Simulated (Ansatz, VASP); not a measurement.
# TaN in two plane-wave programs, part 2 of 2

One calculation is typed for both programs; each brings its own data sets. How far apart do they land? The cell is taken from a series of runs on this material, whose earlier steps may have relaxed, scaled, displaced or heated it; both programs get it as it stands.

VASP 6.6.1 and Ansatz 0.2.0.

So far: The structure; VASP: zone-centre phonons, PBEsol.

**3. Ansatz: zone-centre phonons, PBEsol**

Level of this step: Ansatz beside VASP: Kohn-Sham DFT, plane waves, PBEsol (Ansatz).

Ansatz runs on its PAW soft_1 files.

The same cell, functional, mesh and smearing now go to Ansatz, which takes its cutoff from its data sets.

The input, input.yaml:

```yaml
crystal:
  lattice:
    - [2.9405018342, 0.0, 0.0]
    - [-1.4702509171, 2.5465492883, 0.0]
    - [0.0, 0.0, 2.7844884537]
  atoms:
    - { symbol: "N", position: [0.6666666695, 0.3333333305, 0.0] }
    - { symbol: Ta, position: [-2.8e-09, 2.8e-09, 0.5] }
kpoints:
  mp_grid: { grid: [18, 18, 16] }
hamiltonian:
  xc: pbesol
  pseudopotentials: { kind: paw, azcp: { folder: soft_1 }, xc_functional: pbe }
scf:
  occupations: { method: methfessel_paxton, width: 0.2 }
output:
  eigenvalues: true
phonons:
  method: dfpt
```

Launch:

```sh
$ ansatz run input.yaml --threads 4 --pin off --max-ram 10240MiB --backend cpu --events-out ev --progress --plain --runs-dir out
```

Numbers of over 12 decimals in the logs are rounded to 6 here.

The log of the run:

```text
zone centre: on kpoints.mp_grid the ground state, and the responses unless they are solved on pairs of k-points, stand on 819 of the mesh's 5184 k-points, reduced under 4 symmetry operations, with k and −k counted as one. Each operation leaves every solved displacement unchanged or reverses it
Engine: ansatz 0.2.0, x86_64-unknown-linux-gnu
Pseudopotentials: kind: paw
Pseudopotential: N, paw, valence charge 5, recommended cutoff 420 eV (normal), soft_1/N.paw.azcp
Pseudopotential: Ta, paw, valence charge 13, recommended cutoff 420 eV (normal), soft_1/Ta.paw.azcp
Functional definition: PBEsol
  exchange = pbesol_x
  correlation = pbesol_c
Crystal: 2 atoms, lattice volume = 20.851 Å³
Basis set: ecut = 420 eV, 405 PW (Γ), exchange–correlation on 40×40×40 points (8 copies of the dense FFT grid, shifted against one another)
Bands: 13, of which v1, the nominal top of the filled ones, is band 9 counted from 1 (8 counted from 0)
Symmetry: 12 space group operations
k-points: 819 of 5184 (irreducible under 4 space group operations, time reversal used)
Non-local potential: N, projectors of the file, l = 0: 2, l = 1: 2, l = 2: 1
Non-local potential: Ta, projectors of the file, l = 0: 3, l = 1: 2, l = 2: 2, l = 3: 1
PAW form: soft (Blöchl's): semilocal exchange-correlation on the pseudo side does not see the compensation charge
PAW frozen core: N, regenerated for the run's functional, and the local potential with it (the file was generated under x = pbe(κ = 0.804, μ = 0.219515), c = pbe(β = 0.066725))
PAW frozen core: Ta, regenerated for the run's functional, and the local potential with it (the file was generated under x = pbe(κ = 0.804, μ = 0.219515), c = pbe(β = 0.066725))
PAW one-centre angular grid: N, 110 points (default); XC on 64 Gauss nodes
PAW one-centre angular grid: Ta, 590 points (default); XC on 64 Gauss nodes
Initial density: superposition of atomic densities (chi_scale 0.1, normalization cell, long waves kept (reshape's long-wave potential 0.00 eV rms))
Initial wavefunctions: pseudopotential atomic-orbital guess
Functional: x = pbesol(κ = 0.804, μ = 0.123457), c = pbesol(β = 0.046)
SCF iter   1: F=—  HF=-10188.521455 eV  |F-HF|=—  |Δ(HF+E_count)|=         —  Δρ=4.89e-2  dr2=2.67e-1  ethr=3.10e-3  ⟨swp⟩=5.0  Hψ=52788  notcnv=0
preconditioner: auto → none  [metal: Δε(μ)=0.057 eV  Ē_g=11.520 eV  σ=0.200 eV  W_gap=0.24  n_scr=8 (ndim 8)  ℏωp=25.7 eV  f_vac=0.000  D(μ)=0.05/eV (n_scr^D=0)  sad-step TF]
SCF iter   2: F=—  HF=-10188.519411 eV  |F-HF|=—  |Δ(HF+E_count)|=   2.04e-3  S|Δr|=    0.00e0  Δρ=3.08e-2  dr2=1.18e-1  ethr=1.49e-3  ⟨swp⟩=1.0  Hψ=17199  notcnv=0
SCF iter   3: F=—  HF=-10188.509051 eV  |F-HF|=—  |Δ(HF+E_count)|=   1.04e-2  S|Δr|=    0.00e0  Δρ=1.76e-3  dr2=2.52e-4  ethr=6.54e-4  ⟨swp⟩=2.3  Hψ=14249  notcnv=0
SCF iter   4: F=—  HF=-10188.509194 eV  |F-HF|=—  |Δ(HF+E_count)|=   1.43e-4  S|Δr|=    0.00e0  Δρ=4.15e-4  dr2=3.09e-5  ethr=1.40e-6  ⟨swp⟩=2.3  Hψ=16345  notcnv=0
SCF iter   5: F=—  HF=-10188.509189 eV  |F-HF|=—  |Δ(HF+E_count)|=   5.03e-6  S|Δr|=    0.00e0  Δρ=4.08e-5  dr2=1.33e-7  ethr=1.72e-7  ⟨swp⟩=2.0  Hψ=13880  notcnv=0
SCF iter   6: F=—  HF=-10188.509189 eV  |F-HF|=—  |Δ(HF+E_count)|=   5.80e-7  S|Δr|=    0.00e0  Δρ=9.22e-6  dr2=5.65e-9  ethr=7.40e-10  ⟨swp⟩=2.0  Hψ=17479  notcnv=0
SCF iter   7: F=—  HF=-10188.509189 eV  |F-HF|=—  |Δ(HF+E_count)|=  5.68e-10  S|Δr|=    0.00e0  Δρ=1.26e-6  dr2=1.24e-10  ethr=3.14e-11  ⟨swp⟩=2.6  Hψ=16806  notcnv=0
SCF iter   8: F=-10188.509189 eV  HF=-10188.509189 eV  |F-HF|=3.64e-12  |Δ(HF+E_count)|=  7.28e-12  S|Δr|=    0.00e0  Δρ=1.07e-7  dr2=1.55e-12  ethr=1.00e-12  ⟨swp⟩=6.0  Hψ=46925  notcnv=0
the search or the solves at the SCF's close seem to have found levels that the self-consistency loop had missed (the run counts 5). By its estimate they hold under 1e-12 electrons; where the run keeps them, the occupations were computed again with them
SCF 1 converged in 8 iterations: F = -10188.509189 eV  dr2 = 1.55e-12
  greatest PAW one-centre occupation: 0.999 electrons in one spin orbital (limit 2), on the Ta atom at site 1 (counted from 0), in its partial waves of l = 0
DFPT response loops at Γ: preconditioner auto → Kerker (q_TF=auto, 2.662 Å⁻¹) (partly filled bands, converged f_vac=0.000); β = 1.00, the filter's whole step (`scf.mixing.beta` (0.50) is not read by the response loops under this deck's `scf.mixing.preconditioner`; to damp them name `kerker` or `kerker_dos`, under which they read `scf.mixing.beta`, and type it under 1.00, their step now; both keys bind the ground state too); Broyden in place of MSR1
SCF converged after 8 iterations
Stability not checked: this state was not tested for a lower state beside it, because cold or Methfessel-Paxton smearing, or corrected tetrahedra, fill the levels in a way that the test cannot read (fill_not_monotonic; see scf.lower_state_search)
Free energy (F): -10188.509189 eV
Harris-Foulkes:  -10188.509189 eV  (|F-HF|=3.64e-12)
Internal energy: -10188.510117 eV  (E = F + TS)
E sigma→0 (E₀):  -10188.509421 eV
Entropy (-TS):   0.000929 eV (0.464 meV/atom)
Fermi energy:    20.670324 eV
--- Per-component energies (eV) ---
  E_band       = -43.757208
  E_kinetic    = 525.874014
  E_local      = -572.110659  (includes V_loc(G=0)·N_el)
  E_nonlocal   = 26.550963
  E_hartree    = 206.308684
  E_xc         = -379.801416
  E_vxc        = -311.202824  (∫ρ·V_xc dr)
  E_paw        = -8304.816080  (= ΣΔE_a)
  E_vpaw       = -125.487019  (= ΣTr[D̂ρ^β])
  E_aug_tail   = 0.000937  (compensation charges beyond the density's cutoff)
  E_ewald      = -1690.758372
  E_core_change = 0.241812  (= ΣΔE_core)
  E_smearing   = 0.000929  (= −TS)
  E_closure    = 0.000000  (closes the sum)
  Σ components = -10188.509189   (vs F -10188.509189, Δ=0.00e0)
--- Band table (eV; the first three rows and the last of 819) ---
  k-point 0: bands = [... 5 lower, 15.7161, 15.7161, 16.4083, 17.9887, 22.8622, 24.6679, 24.6679, 24.9994]
  k-point 1: bands = [... 5 lower, 15.7517, 15.7517, 16.1623, 18.1817, 23.0129, 23.9195, 23.9195, 25.5766]
  k-point 2: bands = [... 5 lower, 15.5291, 15.8539, 15.8539, 18.7192, 23.0018, 23.0018, 23.4137, 25.9701]
  k-point 818: bands = [... 5 lower, 12.7498, 13.6255, 16.5178, 19.7859, 24.8123, 26.2167, 27.0162, 28.1317]
--- Phonons (Γ-DFPT): 4 representative perturbations + reference, on 819 of 5184 k-points (Σ response iterations 12) ---
  k mesh reduced under 4 symmetry operations, with k and −k counted as one. Each operation leaves every solved displacement unchanged or reverses it
  ASR residual: 7.433e-5 → 0.000e0 eV/Å²; symmetrization residual: 1.986e-6 eV/Å²
  ASR residual per site (eV/Å²): 2.68e-5 7.43e-5
  Γ frequencies (cm⁻¹): 0.00 0.00 0.00 556.46 556.46 597.72
  non-analytic LO–TO correction: not included (Born effective charges unavailable; polar crystals: no LO–TO splitting at Γ)
```

**4. Differences**

Known differences besides the potentials themselves: the data sets hold 18 valence electrons in Ansatz (on its PAW soft_1 files) and 16 in VASP; the cutoff is 420 eV in Ansatz and 600 eV in VASP; Ansatz makes its cores anew for this functional, VASP keeps those of its PBE data sets. Total energies have different zeros and are not compared.

The two programs side by side:

```
                  quantity  Ansatz   VASP  difference
optical mode 1 to 2 (cm⁻¹)   556.5  560.1     -0.66 %
     optical mode 3 (cm⁻¹)   597.7  600.7     -0.50 %
```

Modes are paired by rising frequency, not by their patterns, so a pair may set unlike modes beside each other; they are those without the splitting of longitudinal modes.

**5. Summary of results**

| Quantity | Value |
| --- | --- |
| r.m.s. difference of the optical zone-centre modes, each program's sorted by frequency (zone-centre phonons, PBEsol) | 3.5 cm⁻¹ |
| difference in optical mode 1 to 2 (zone-centre phonons, PBEsol) | -0.7 % |

What this shows: The r.m.s. difference of the optical zone-centre modes, each program's sorted by frequency is 3.5 cm⁻¹ (zone-centre phonons, PBEsol). The data sets hold unlike numbers of valence electrons (18 in Ansatz and 16 in VASP), so part of the differences comes from the potentials. Among the rows given in per cent, the largest difference of the zone-centre phonons, PBEsol pair is in optical mode 1 to 2, -0.7 %. Such differences can come from data sets, numerical settings and the points named under the comparisons, not from the functional's error against experiment.

[Lines on the potential files, build, host, timing and source positions are cut from VASP's logs without a mark.]

[Logs are printed without paths, hosts, clocks, repeated set-up lines and the standing remarks that a program may print on its own settings, such as how far it seeks lower states.]

[Hosts, paths, dates, database ids (printed as entryN), source tags and the programs' standing remarks are cut or masked in the printed files.]
